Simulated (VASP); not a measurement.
```xyz
4
Lattice="1.2507 -2.1663 0.0000 1.2507 2.1663 0.0000 0.0000 0.0000 7.1002" Properties=species:S:1:pos:R:3 pbc="T T T"
C      0.0000     0.0000     1.7751
C      0.0000     0.0000     5.3252
C      1.2507     0.7221     1.7751
C      1.2507    -0.7221     5.3252
```

The numbers are results of vdW-DF2, VASP's PBE PAW potentials (set 64) (plane waves; VASP), not measurements. Numerical set-up: 520 eV cut-off, 10×10×3 Γ-centred mesh, Gaussian smearing of 0.050 eV, potentials C.

Q: The ions and cell shape at fixed volume are relaxed. What does this cell relax into?

A: 
```xyz
4
Lattice="1.2392 -2.1464 0.0000 1.2392 2.1464 0.0000 0.0000 0.0000 7.2324" Properties=species:S:1:pos:R:3 pbc="T T T"
C      0.0000     0.0000     1.8081
C      0.0000     0.0000     5.4243
C      1.2392     0.7155     1.8081
C      1.2392    -0.7155     5.4243
```
Space group P6_3/mmc (194), at a tolerance of 0.03 Å.

Q: How much energy does the relaxation gain?

A: The energy (σ→0) changes by -5.9 meV/atom, in 3 ionic steps.

The compound is C in the graphite structure. This cell is one point of a volume scan, at 1.03 of the reference volume. Symmetry was kept, so distortions that lower it aren't found.
